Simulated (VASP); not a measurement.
Here is a VASP 6.6.1 calculation.

INCAR

```
  PREC = Accurate
  ENCUT = 520
  EDIFF = 1E-6
  ISMEAR = 0
  SIGMA = 0.1
  LREAL = F
  LASPH = T
  NELM = 100
  ALGO = Normal
  ISIF = 2
  LWAVE = F
  LCHARG = F
  GGA = PE
  NBANDS = 60
```

File KPOINTS:

```
regular mesh
0
Gamma
  4 4 4
```

File POSCAR:

```
Ge3Os
1.0
    5.0745113256      0.0000000000      0.0000000000
    0.0000000000      5.0745113256      0.0000000000
    0.0000000000      0.0000000000      5.0745113256
Ge Os
6 2
Direct
    0.2500000000      0.0000000000      0.5000000000
    0.5000000000      0.7500000000      0.0000000000
    0.7500000000      0.0000000000      0.5000000000
    0.5000000000      0.2500000000      0.0000000000
    0.0000000000      0.5000000000      0.7500000000
    0.0000000000      0.5000000000      0.2500000000
    0.0000000000      0.0000000000      0.0000000000
    0.5000000000      0.5000000000      0.5000000000
```

Potentials or basis: VASP PAW PBE potentials, release 64 (Ge_d, Os).

Launch:

```bash
$ cat potpaw_PBE.64/Ge_d/POTCAR potpaw_PBE.64/Os/POTCAR > POTCAR
$ mpirun -np 1 vasp_std > vasp.out
```

Estimate the pressure.

0.1 GPa.

Estimate the band gap on the k mesh.

none (metal or under the smearing width).

The run has no spin-orbit coupling, so splittings on Os are missing.
